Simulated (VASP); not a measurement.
Input of a VASP 6.6.1 run:

Contents of INCAR:

```
SYSTEM = InSb
PREC = Accurate ; ENCUT = 520
EDIFF = 1E-6 ; ISMEAR = 1
SIGMA = 0.1 ; LREAL = .FALSE.
LASPH = .TRUE. ; NELM = 60
ALGO = Fast ; ISIF = 2
LWAVE = .FALSE. ; LCHARG = .TRUE.
LDIPOL = .TRUE. ; IDIPOL = 3
DIPOL = 0.5 0.5 0.500 ; GGA = PS
LVHAR = .TRUE. ; LVACPOTAV = .TRUE.
KPAR = 8
```

File KPOINTS:

```
Automatic mesh
0
G
  6 8 1
  0 0 0
```

POSCAR

```
InSb
1.0
    6.4782000000      0.0000000000      0.0000000000
    0.0000000000      4.5807791500      0.0000000000
    0.0000000000      0.0000000000     29.7423374500
In Sb
7 7
Direct
    0.5000000000      0.5000000000      0.2689768420
    0.0000000000      0.0000000000      0.3459845613
    0.5000000000      0.5000000000      0.4229922807
    0.0000000000      0.0000000000      0.5000000000
    0.5000000000      0.5000000000      0.5770077193
    0.0000000000      1.0000000000      0.6540154387
    0.5000000000      0.5000000000      0.7310231580
    0.7500000000      0.0000000000      0.2689768420
    0.2500000000      0.5000000000      0.3459845613
    0.7500000000      0.0000000000      0.4229922807
    0.2500000000      0.5000000000      0.5000000000
    0.7500000000      1.0000000000      0.5770077193
    0.2500000000      0.5000000000      0.6540154387
    0.7500000000      0.0000000000      0.7310231580
```

Potentials or basis: VASP PAW PBE potentials, release 64 (In_d, Sb).

Launch:

```console
$ cat potpaw_PBE.64/In_d/POTCAR potpaw_PBE.64/Sb/POTCAR > POTCAR
$ mpirun -np 8 vasp_std > vasp.out
```

(1) Estimate the work function of the upper face.

(2) Predict the work function of the lower face.

(3) Predict the band gap on the k mesh.

(4) Predict the largest force.

## Answers

(1) 4.45 eV.

(2) 4.45 eV.

(3) none (metal or under the smearing width).

(4) 1.053 eV/Å.

Caveat: the PAW data sets were made with another functional, which shifts forces and pressure a little.
